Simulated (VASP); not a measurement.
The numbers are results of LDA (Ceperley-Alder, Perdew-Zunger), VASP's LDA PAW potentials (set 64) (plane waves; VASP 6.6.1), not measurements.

VASP ran on this input.

**INCAR**
```
SYSTEM  =  V
PREC  =  Accurate; ENCUT  =  520; LREAL  =  .FALSE.
LASPH  =  .TRUE.
EDIFF  =  1E-7; NELM  =  100; ALGO  =  Normal
LMAXMIX  =  4
ISMEAR  =  1; SIGMA  =  0.1
ISIF  =  2
LWAVE  =  .FALSE.; LCHARG  =  .FALSE.
```

**KPOINTS**
```
Regular mesh
0
Gamma
  17 17 17
0 0 0
```

File POSCAR:
```
V
1
   -1.4921424543     1.4921424543     1.4921424543
    1.4921424543    -1.4921424543     1.4921424543
    1.4921424543     1.4921424543    -1.4921424543
V
1
Direct
  0.0000000000   0.0000000000   0.0000000000
```

POTCAR, in this order: V_sv (LDA.64 set). Program: vasp_std.

The run wrote:

File OSZICAR:
```
       N       E                     dE             d eps       ncg     rms          rms(c)
DAV:   1     0.850432394461E+02    0.85043E+02   -0.72145E+03  3302   0.142E+03
DAV:   2    -0.982385437118E+01   -0.94867E+02   -0.93110E+02  3390   0.369E+02
DAV:   3    -0.113352650046E+02   -0.15114E+01   -0.14657E+01  3514   0.544E+01
DAV:   4    -0.113497618134E+02   -0.14497E-01   -0.14565E-01  3350   0.467E+00
DAV:   5    -0.113498743949E+02   -0.11258E-03   -0.11258E-03  3434   0.491E-01    0.189E+01
DAV:   6    -0.995678904507E+01    0.13931E+01   -0.56932E+00  3316   0.357E+01    0.173E+00
DAV:   7    -0.993241972884E+01    0.24369E-01   -0.24839E-02  3312   0.268E+00    0.103E+00
DAV:   8    -0.992131305895E+01    0.11107E-01   -0.82134E-03  3324   0.159E+00    0.850E-02
DAV:   9    -0.992135067897E+01   -0.37620E-04   -0.64039E-05  3320   0.131E-01    0.360E-02
DAV:  10    -0.992136078827E+01   -0.10109E-04   -0.42893E-06  3342   0.230E-02    0.163E-03
DAV:  11    -0.992136073047E+01    0.57795E-07   -0.18447E-07  3020   0.622E-03
   1 F= -.99213607E+01 E0= -.99210066E+01  d E =-.106234E-02
```

OUTCAR:
```
------------------------ aborting loop because EDIFF is reached ----------------------------------------
  FORCE on cell =-STRESS in cart. coord.  units (eV):
  Direction    XX          YY          ZZ          XY          YZ          ZX
  --------------------------------------------------------------------------------------
  Total       -0.8840278     -0.8840278     -0.8840278      0.0000000      0.0000000      0.0000000
  in kB     -106.5824359   -106.5824359   -106.5824359      0.0000000      0.0000000      0.0000000
  external PRESSURE =    -106.5824359 kB  Pullay stress =       0.0000000 kB
  volume of cell :       13.29
      direct lattice vectors                 reciprocal lattice vectors
    -1.492142454  1.492142454  1.492142454     0.000000000  0.335088650  0.335088650
     1.492142454 -1.492142454  1.492142454     0.335088650  0.000000000  0.335088650
     1.492142454  1.492142454 -1.492142454     0.335088650  0.335088650  0.000000000
 POSITION                                       TOTAL-FORCE (eV/Angst)
 -----------------------------------------------------------------------------------
      0.00000      0.00000      0.00000        -0.000000      0.000000     -0.000000
 -----------------------------------------------------------------------------------
    total drift:                                0.000000     -0.000000      0.000000
  FREE ENERGIE OF THE ION-ELECTRON SYSTEM (eV)
  ---------------------------------------------------
  free  energy   TOTEN  =        -9.9213607305 eV

  energy  without entropy=       -9.9202983869  energy(sigma->0) =       -9.92100662
```
(Selected blocks of OUTCAR.)

**OUTCAR**
```
 val. band max:        9.6514406051   @ k =  -0.1765   0.1765   0.0588

 cond. band min:       9.6531900594   @ k =   0.2353   0.0000   0.0000


 Fermi energy:         9.6518932045

 k-point     1 :       0.0000    0.0000    0.0000
  band No.  band energies     occupation
      1     -53.2936      2.00000
      2     -26.9739      2.00000
      3     -26.9739      2.00000
      4     -26.9739      2.00000
      5       3.1095      2.00000
      6      10.0418     -0.00000
      7      10.0418     -0.00000
      8      10.0418     -0.00000
      9      12.0692      0.00000
     10      12.0692      0.00000

 k-point     2 :       0.0588    0.0000    0.0000
  band No.  band energies     occupation
      1     -53.2863      2.00000
      2     -27.0081      2.00000
      3     -26.9843      2.00000
      4     -26.9742      2.00000
      5       3.2517      2.00000
      6       9.9808     -0.00003
      7      10.0295     -0.00000
      8      10.1441     -0.00000
      9      11.9985      0.00000
     10      12.0731      0.00000

 k-point     3 :       0.1176    0.0000    0.0000
  band No.  band energies     occupation
      1     -53.2653      2.00000
      2     -27.1055      2.00000
      3     -27.0140      2.00000
      4     -26.9749      2.00000
      5       3.6645      2.00000
      6       9.8100     -0.04789
      7       9.9715     -0.00006
      8      10.4442     -0.00000
      9      11.8410      0.00000
     10      12.0873      0.00000

 k-point     4 :       0.1765    0.0000    0.0000
  band No.  band energies     occupation
      1     -53.2333      2.00000
      2     -27.2514      2.00000
      3     -27.0588      2.00000
      4     -26.9760      2.00000
      5       4.3025      2.00000
      6       9.5610      2.02584
      7       9.8309     -0.02962
      8      10.9201     -0.00000
      9      11.7220      0.00000
     10      12.1172      0.00000

 k-point     5 :       0.2353    0.0000    0.0000
...
```

The compound is V in the bcc structure. This cell is one point of a volume scan, at 1.06 of the reference volume. The run is not spin-polarised, so no magnetic state was tried.
